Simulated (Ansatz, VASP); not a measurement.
# TiTe2: VASP beside Ansatz

One calculation is typed for both programs; each brings its own data sets and cutoff. How far apart do they land?

Calculated with Ansatz 0.2.0; plane waves, with VASP 6.6.1 beside it; single point at PBEsol.

## (1) Set-up

The structure is trigonal, space group P-3m1 (No. 164). The conventional cell has a = 3.777 Å, b = 3.777 Å, c = 6.498 Å, α = 90.00°, β = 90.00°, γ = 120.00°. Nearest to Te lie 3 Ti at 2.77 Å. Nearest to Ti lie 6 Te at 2.77 Å. Farther neighbours and most contacts between anions are not listed.

As a file:

```cif
data_structure
_symmetry_space_group_name_H-M 'P 1'
_symmetry_Int_Tables_number 1
_cell_length_a 3.7770
_cell_length_b 3.7770
_cell_length_c 6.4980
_cell_angle_alpha 90.000
_cell_angle_beta 90.000
_cell_angle_gamma 120.000
_cell_volume 80.28
loop_
_atom_site_label
_atom_site_type_symbol
_atom_site_fract_x
_atom_site_fract_y
_atom_site_fract_z
_atom_site_occupancy
Te1 Te 0.33333 0.66667 0.73720 1
Te2 Te 0.66667 0.33333 0.26280 1
Ti3 Ti 0.00000 0.00000 0.00000 1
```

## (2) VASP: single point, PBEsol

A single point gives forces, pressure and levels at one fixed geometry, so differences don't come from the geometry; what else differs is listed under the comparison.

Lines of VASP's logs that name or quote its potential files are left out, and so is its time.

The input, INCAR:

```
SYSTEM = TiTe2
PREC = Accurate
ENCUT = 400
EDIFF = 1E-05
NELM = 100
ISMEAR = 0
SIGMA = 0.05
LREAL = .FALSE.
ALGO = Normal
GGA = PS
NBANDS = 18
LORBIT = 11
LWAVE = .FALSE.
LCHARG = .FALSE.
KPAR = 4
```

The input, POSCAR:

```
TiTe2
1.0
    3.7770000000      0.0000000000      0.0000000000
   -1.8885000000      3.2709779501      0.0000000000
    0.0000000000      0.0000000000      6.4980000000
Te Ti
2 1
Direct
    0.3333333333      0.6666666667      0.7372000000
    0.6666666667      0.3333333333      0.2628000000
    0.0000000000      0.0000000000      0.0000000000
```

The input, KPOINTS:

```
Automatic mesh
0
Gamma
10 10 6
0 0 0
```

Potentials, in the order of the species: Te and Ti_sv (PBE family, release 64).

Command:

```console
$ mpirun -np 4 vasp_std
```

Numbers of over 12 decimals in the logs are rounded to 6 here.

Log:

```text
[banner, memory and clock lines left out]
running    4 mpi-ranks, on    1 nodes
 distrk:  each k-point on    1 cores,    4 groups
 distr:  one band on    1 cores,    1 groups

 POSCAR found type information on POSCAR TeTi
 POSCAR found :  2 types and       3 ions
|                                                                             |
|               ----> ADVICE to this user running VASP <----                  |
|                                                                             |
|     You enforced a specific xc type in the INCAR file but a different       |
|     [... a line on the potential file left out ...]
|     I HOPE YOU KNOW WHAT YOU ARE DOING!                                     |
|                                                                             |

 LDA part: xc-table for (Slater+PW92), standard interpolation
 POSCAR, INCAR and KPOINTS ok, starting setup
 FFT: planning ... GRIDC
 FFT: planning ... GRID_SOFT
 FFT: planning ... GRID
 WAVECAR not read
 entering main loop
       N       E                     dE             d eps       ncg     rms          rms(c)
DAV:   1     0.152794183051E+03    0.15279E+03   -0.94099E+03  2592   0.103E+03
DAV:   2    -0.629595046715E+01   -0.15909E+03   -0.15575E+03  2852   0.279E+02
DAV:   3    -0.195290836358E+02   -0.13233E+02   -0.12951E+02  4060   0.771E+01
DAV:   4    -0.199082883783E+02   -0.37920E+00   -0.37821E+00  3332   0.124E+01
DAV:   5    -0.199227945522E+02   -0.14506E-01   -0.14502E-01  3950   0.229E+00    0.123E+01
DAV:   6    -0.199016263425E+02    0.21168E-01   -0.40446E+01  2974   0.403E+01    0.143E+01
DAV:   7    -0.177990137429E+02    0.21026E+01   -0.33127E+01  3296   0.341E+01    0.545E+00
DAV:   8    -0.175195110797E+02    0.27950E+00   -0.15037E+00  2966   0.860E+00    0.188E+00
DAV:   9    -0.175354392498E+02   -0.15928E-01   -0.37261E-01  3482   0.388E+00    0.171E+00
DAV:  10    -0.175169489284E+02    0.18490E-01   -0.38074E-01  3158   0.430E+00    0.947E-01
DAV:  11    -0.175099785637E+02    0.69704E-02   -0.46622E-02  3020   0.156E+00    0.415E-01
DAV:  12    -0.175101510333E+02   -0.17247E-03   -0.21374E-03  3040   0.348E-01    0.287E-01
DAV:  13    -0.175099679073E+02    0.18313E-03   -0.70343E-04  3274   0.183E-01    0.609E-02
DAV:  14    -0.175099723669E+02   -0.44596E-05   -0.17566E-05  2156   0.358E-02
   1 F= -.17509972E+02 E0= -.17508968E+02  d E =-.200889E-02
```

OUTCAR, selected parts (step 2):

```text
ion  position               nearest neighbor table
   1  0.333  0.667  0.737-   3 2.77   3 2.77   3 2.77
   2  0.667  0.333  0.263-   3 2.77   3 2.77   3 2.77
   3  0.000  0.000  0.000-   1 2.77   2 2.77   2 2.77   1 2.77   2 2.77   1 2.77

  LATTYP: Found a hexagonal cell.
 ALAT       =     3.7770000000
 C/A-ratio  =     1.7204130262

 Subroutine GETGRP returns: Found 12 space group operations
 (whereof 12 operations were pure point group operations)

The static configuration has the point symmetry D_3d.

 Found     72 irreducible k-points:

   k-points           NKPTS =     72   k-points in BZ     NKDIM =     72   number of bands    NBANDS=     18

   dimension x,y,z NGX =    28 NGY =   28 NGZ =   42
   dimension x,y,z NGXF=    56 NGYF=   56 NGZF=   84

   ENCUT  =  400.0 eV  29.40 Ry    5.42 a.u.   6.16  6.16 10.60*2*pi/ulx,y,z

   NELECT =      24.0000    total number of electrons

 k-points in reciprocal lattice and weights: Automatic mesh
   0.00000000  0.00000000  0.00000000       0.002
   0.10000000  0.00000000  0.00000000       0.010
   0.20000000  0.00000000  0.00000000       0.010
   0.30000000 -0.00000000  0.00000000       0.010
   0.40000000  0.00000000  0.00000000       0.010
   0.50000000 -0.00000000  0.00000000       0.005
   0.10000000  0.10000000  0.00000000       0.010
   0.20000000  0.10000000  0.00000000       0.020
   0.30000000  0.10000000  0.00000000       0.020
[...]
0.40000000  0.20000000  0.50000000       0.010
   0.30000000  0.30000000  0.50000000       0.010

 average (electrostatic) potential at core
       1 -87.2247       2 -87.2247       3 -74.5959

 E-fermi :   6.6893

 k-point     1 :       0.0000    0.0000    0.0000
  band No.  band energies     occupation
    ...
      5      -5.7347      2.00000
      6      -4.2279      2.00000
      7       1.4426      2.00000
      8       5.0118      2.00000
      9       5.0118      2.00000
     10       7.0111      0.00000
     11       7.0718      0.00000
     12       7.0718      0.00000
     13       7.2794      0.00000
     14       7.7677      0.00000
    ...

 k-point     2 :       0.1000    0.0000    0.0000
  band No.  band energies     occupation
    ...
      6      -4.1710      2.00000
      7       1.5788      2.00000
      8       4.7315      2.00000
      9       5.0281      2.00000
     10       6.3820      2.00000
     11       6.7522      0.07537
     12       6.9962      0.00000
     13       7.1796      0.00000
     14       7.6931      0.00000
     15       7.9194      0.00000
    ...

 k-point     3 :       0.2000    0.0000    0.0000
  band No.  band energies     occupation
    ...
      8       4.0663      2.00000
      9       4.9663      2.00000
     10       5.0548      2.00000
     11       6.2500      2.00000
     12       6.5561      1.99984
     13       6.9231      0.00000
     14       7.7697      0.00000
     15       7.9631      0.00000
     16       9.4951      0.00000
     17       9.7778      0.00000
    ...

  Total       -1.4302732     -1.4302732     -0.9506855      0.0000000      0.0000000     -0.0000000
  in kB      -28.5446864    -28.5446864    -18.9733120      0.0000000      0.0000000     -0.0000000
  external PRESSURE =     -25.3542283 kB  Pullay stress =       0.0000000 kB

  energy-cutoff  :      400.00
  volume of cell :       80.28
      direct lattice vectors                 reciprocal lattice vectors
     3.777000000  0.000000000  0.000000000     0.264760392  0.152859484  0.000000000
    -1.888500000  3.270977950  0.000000000     0.000000000  0.305718967  0.000000000
     0.000000000  0.000000000  6.498000000     0.000000000  0.000000000  0.153893506

 POSITION                                       TOTAL-FORCE (eV/Angst)
 -----------------------------------------------------------------------------------
     -0.00000      2.18065      4.79033         0.000000      0.000000      0.083133
      1.88850      1.09033      1.70767        -0.000000      0.000000     -0.083133
      0.00000      0.00000      0.00000        -0.000000      0.000000      0.000000
 -----------------------------------------------------------------------------------
    total drift:                                0.000000     -0.000000     -0.000000

  FREE ENERGIE OF THE ION-ELECTRON SYSTEM (eV)
  ---------------------------------------------------
  free  energy   TOTEN  =       -17.5099723669 eV

  energy  without entropy=      -17.5079634812  energy(sigma->0) =      -17.50896792

 total charge
# of ion       s       p       d       tot
------------------------------------------
    1        1.383   1.986   0.038   3.407
    2        1.383   1.986   0.038   3.407
    3        2.167   6.121   1.872  10.160
--------------------------------------------------
tot          4.934  10.092   1.948  16.974

[... 3 further parts left out ...]
```

This run has no spin polarisation, so a moment on Ti, if there is one, isn't seen.

## (3) Ansatz: single point, PBEsol

Ansatz runs on its default PAW (the set named soft_2) files.

The same cell, functional, mesh and smearing now go to Ansatz, which takes its cutoff from its data sets.

The input, input.yaml:

```yaml
crystal:
  lattice:
    - [3.777, 0.0, 0.0]
    - [-1.8885, 3.2709779501, 0.0]
    - [0.0, 0.0, 6.498]
  atoms:
    - { symbol: Te, position: [0.3333333333, 0.6666666667, 0.7372] }
    - { symbol: Te, position: [0.6666666667, 0.3333333333, 0.2628] }
    - { symbol: Ti, position: [0.0, 0.0, 0.0] }
hamiltonian:
  xc: pbesol
  pseudopotentials: { kind: paw }
kpoints:
  mp_grid: { grid: [10, 10, 6] }
scf:
  occupations: { method: gaussian, width: 0.05 }
  n_extra_bands: 4
output:
  forces: true
  stress: true
  eigenvalues: true
  write_density: true
  write_potential: true
  elf: true
  volumetric_format: npy
```

Command:

```console
$ ansatz run input.yaml --threads 2 --pin off --max-ram 4608MiB --backend cpu --events-out ev --progress --plain --runs-dir out
```

Log:

```text
scf.n_extra_bands = 4 over 22 filled bands (N_el = 44.0): the run solves 26 bands
Engine: ansatz 0.2.0, aarch64-unknown-linux-gnu
Pseudopotentials: kind: paw
Pseudopotential: Te, paw, valence charge 16, recommended cutoff 420 eV (normal), Te.paw.azcp
Pseudopotential: Ti, paw, valence charge 12, recommended cutoff 420 eV (normal), Ti.paw.azcp
Functional definition: PBEsol
  exchange = pbesol_x
  correlation = pbesol_c
Crystal: 3 atoms, lattice volume = 80.279 Å³
Basis set: ecut = 420 eV, 1581 PW (Γ), exchange–correlation on 54×54×90 points (8 copies of the dense FFT grid, shifted against one another)
Bands: 26, of which v1, the nominal top of the filled ones, is band 22 counted from 1 (21 counted from 0)
Symmetry: 12 space group operations
Space group: P-3m1 (ITA 164), of the structure as read, at distance tolerance 4.3e-5 Å
k-points: 72 of 600
Non-local potential: Te, projectors of the file, l = 0: 2, l = 1: 2, l = 2: 2, l = 3: 2
Non-local potential: Ti, projectors of the file, l = 0: 3, l = 1: 2, l = 2: 3, l = 3: 1
PAW form: soft (Blöchl's): semilocal exchange-correlation on the pseudo side does not see the compensation charge
PAW frozen core: Te, regenerated for the run's functional, and the local potential with it (the file was generated under x = pbe(κ = 0.804, μ = 0.219515), c = pbe(β = 0.066725))
PAW frozen core: Ti, regenerated for the run's functional, and the local potential with it (the file was generated under x = pbe(κ = 0.804, μ = 0.219515), c = pbe(β = 0.066725))
PAW one-centre angular grid: Te, 590 points (default); XC on 64 Gauss nodes
PAW one-centre angular grid: Ti, 590 points (default); XC on 64 Gauss nodes
Initial density: superposition of atomic densities (neutral atoms: chi_scale 0, normalization atom), corrected by the library's trained network
Initial wavefunctions: pseudopotential atomic-orbital guess
Functional: x = pbesol(κ = 0.804, μ = 0.123457), c = pbesol(β = 0.046)
SCF iter   1: F=—  HF=-16279.063563 eV  |F-HF|=—  |Δ(HF+E_count)|=         —  Δρ=7.00e-3  dr2=6.10e-2  ethr=1.77e-3  ⟨swp⟩=6.1  Hψ=8379  notcnv=0
preconditioner: auto → LDOS  [metal: Δε(μ)=0.014 eV  Ē_g=6.034 eV  σ=0.050 eV  W_gap=0.16  n_scr=22 (ndim 8)  ℏωp=16.6 eV  f_vac=0.014  D(μ)=1.57/eV (n_scr^D=2)  β→1.0]
SCF iter   2: F=—  HF=-16279.060916 eV  |F-HF|=—  |Δ(HF+E_count)|=   2.65e-3  Δρ=6.45e-3  dr2=5.91e-2  ethr=1.39e-4  ⟨swp⟩=3.0  Hψ=3655  notcnv=0  defer=5
SCF iter   3: F=—  HF=-16279.054898 eV  |F-HF|=—  |Δ(HF+E_count)|=   6.02e-3  Δρ=6.94e-4  dr2=7.53e-4  ethr=1.34e-4  ⟨swp⟩=2.0  Hψ=2382  notcnv=0  defer=5
SCF iter   4: F=—  HF=-16279.054892 eV  |F-HF|=—  |Δ(HF+E_count)|=   6.63e-6  Δρ=1.70e-4  dr2=2.48e-5  ethr=1.71e-6  ⟨swp⟩=2.0  Hψ=2074  notcnv=0  defer=5
SCF iter   5: F=—  HF=-16279.054864 eV  |F-HF|=—  |Δ(HF+E_count)|=   2.75e-5  Δρ=5.00e-5  dr2=3.32e-6  ethr=5.64e-8  ⟨swp⟩=3.0  Hψ=3693  notcnv=0  defer=5
SCF iter   6: F=—  HF=-16279.054864 eV  |F-HF|=—  |Δ(HF+E_count)|=   5.99e-7  Δρ=1.61e-5  dr2=3.15e-7  ethr=7.54e-9  ⟨swp⟩=2.0  Hψ=3374  notcnv=0  defer=5
SCF iter   7: F=-16279.054864 eV  HF=-16279.054864 eV  |F-HF|=1.11e-9  |Δ(HF+E_count)|=   1.47e-8  Δρ=2.94e-6  dr2=4.46e-9  ethr=2.27e-10  ⟨swp⟩=9.6  Hψ=12238  notcnv=0
SCF 1 converged in 7 iterations: F = -16279.054864 eV  dr2 = 4.46e-9
  greatest PAW one-centre occupation: 0.999 electrons in one spin orbital (limit 2), on the Ti atom at site 2 (counted from 0), in its partial waves of l = 0
SCF converged after 7 iterations
Free energy (F): -16279.054864 eV
Harris-Foulkes:  -16279.054864 eV  (|F-HF|=1.11e-9)
Internal energy: -16279.052836 eV  (E = F + TS)
E sigma→0 (E₀):  -16279.053850 eV
Entropy (-TS):   -0.002027 eV (-0.676 meV/atom)
Fermi energy:    10.134651 eV
--- Per-component energies (eV) ---
  E_band       = -672.127208
  E_kinetic    = 633.354307
  E_local      = -3438.956611  (includes V_loc(G=0)·N_el)
  E_nonlocal   = -605.911631
  E_hartree    = 2000.626866
  E_xc         = -343.887751
  E_vxc        = -330.469355  (∫ρ·V_xc dr)
  E_paw        = -10192.225108  (= ΣΔE_a)
  E_vpaw       = -931.397628  (= ΣTr[D̂ρ^β])
  E_aug_tail   = -0.000232  (compensation charges beyond the density's cutoff)
  E_ewald      = -4332.941691
  E_core_change = 0.889015  (= ΣΔE_core)
  E_smearing   = -0.002027  (= −TS)
  E_closure    = 0.000000  (closes the sum)
  Σ components = -16279.054864   (vs F -16279.054864, Δ=0.00e0)
--- Forces (eV/Å), atoms counted from 1 ---
  atom   1  Te     0.00000000    -0.00000000     0.10755669
  atom   2  Te    -0.00000000     0.00000000    -0.10755669
  atom   3  Ti     0.00000000     0.00000000     0.00000000
  max |Σ_I F_I| component: 2.31e-18 eV/Å
--- Stress (GPa, compression-positive) ---
       -2.622156      -0.000000      -0.000000
       -0.000000      -2.622156       0.000000
       -0.000000       0.000000      -1.625220
  P = ⅓ Tr σ = -2.2898 GPa (-22.898 kbar)
--- Band table (eV; the first three rows and the last of 72) ---
  k-point 0: bands = [... 18 lower, 8.4599, 10.4580, 10.5209, 10.5209, 10.7154, 11.2088, 11.2088, 13.2044]
  k-point 1: bands = [... 18 lower, 8.4771, 9.6887, 10.5178, 10.5178, 10.9908, 11.1223, 11.1223, 13.3176]
  k-point 2: bands = [... 18 lower, 8.5132, 8.5132, 10.5121, 10.5121, 10.9647, 10.9647, 11.1088, 13.5332]
  k-point 71: bands = [... 18 lower, 6.7274, 7.0382, 8.3851, 8.4991, 10.9752, 11.0463, 11.2966, 12.8569]
```

Wall time 10 s (2 threads of Arm Neoverse N1, shared host); peak memory 0.42 GiB; 20 s of CPU time.

The column dr2 measures how far the density is from self-consistency, as an energy; F and HF (Harris–Foulkes) agree once it is small.

The run ends at a pressure of -2.29 GPa, with forces up to 0.11 eV/Å.

## (4) Comparison

Known differences besides the potentials themselves: the data sets hold 44 valence electrons in Ansatz (default PAW (the set named soft_2) files) and 24 in VASP; the cutoff is 420 eV in Ansatz and 400 eV in VASP; Ansatz makes its cores anew for this functional, VASP keeps those of its PBE data sets; VASP leaves aspherical gradient terms in its spheres out (LASPH is not set), Ansatz keeps them. Total energies have different zeros and are not compared.

Both answers:

| quantity | Ansatz | VASP | difference |
| --- | --- | --- | --- |
| pressure (GPa) | -2.29 | -2.54 | +0.25 |

Forces (eV/Å; atoms numbered as in POSCAR):

| atom | Ansatz x, y, z | VASP x, y, z |
| --- | --- | --- |
| Te1 | 0.000, 0.000, 0.108 | 0.000, 0.000, 0.083 |
| Te2 | 0.000, 0.000, -0.108 | 0.000, 0.000, -0.083 |
| Ti3 | 0.000, 0.000, 0.000 | 0.000, 0.000, 0.000 |

The forces differ by 12 meV/Å r.m.s., which is 29.4 % of the r.m.s. force of 0.04 eV/Å (both taken over all components).

## (5) Summary of results

```json
{
 "r.m.s. force difference (single point, PBEsol)": "12 meV/Å"
}
```

In words: The r.m.s. force difference is 12 meV/Å (single point, PBEsol), at about the 12 meV/Å picked in this series as the mark of a large difference. Such differences can come from data sets, numerical settings and the points named under the comparisons, not from the functional's error against experiment.

[Lines on the potential files, build, host, timing and source positions are cut from VASP's logs without a mark.]

[Logs are printed without paths, hosts, clocks, repeated set-up lines and the standing remarks that a program may print on its own settings, such as how far it seeks lower states.]

[Hosts, paths, dates, database ids (printed as entryN), source tags and the programs' standing remarks are cut or masked in the printed files.]
